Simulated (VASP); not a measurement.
Here is the system:

```
Ta
1.0
   -1.63999     1.63999     1.63999
    1.63999    -1.63999     1.63999
    1.63999     1.63999    -1.63999
Ta
1
Direct
  0.00000   0.00000   0.00000
```

The numbers are results of AM05 GGA, VASP's PBE PAW potentials (set 64) (plane waves; VASP), not measurements. Settings: 520 eV cut-off, Gaussian smearing of 0.050 eV, potentials Ta_pv.

### Question
Give the energies of bands 4 to 8 at the high-symmetry points, in eV from the Fermi level.

### Answer

| band | Γ | H | N | P |
|---|---|---|---|---|
| 4 | -7.99 | -3.92 | -4.46 | -1.23 |
| 5 | 0.75 | -3.92 | -1.58 | -1.23 |
| 6 | 0.75 | 7.03 | 1.69 | -1.23 |
| 7 | 0.75 | 7.03 | 3.99 | 5.22 |
| 8 | 4.09 | 7.03 | 5.04 | 5.22 |

It has no gap at this level: it comes out as a metal or semimetal.

The compound is Ta in the bcc structure. It was relaxed first.
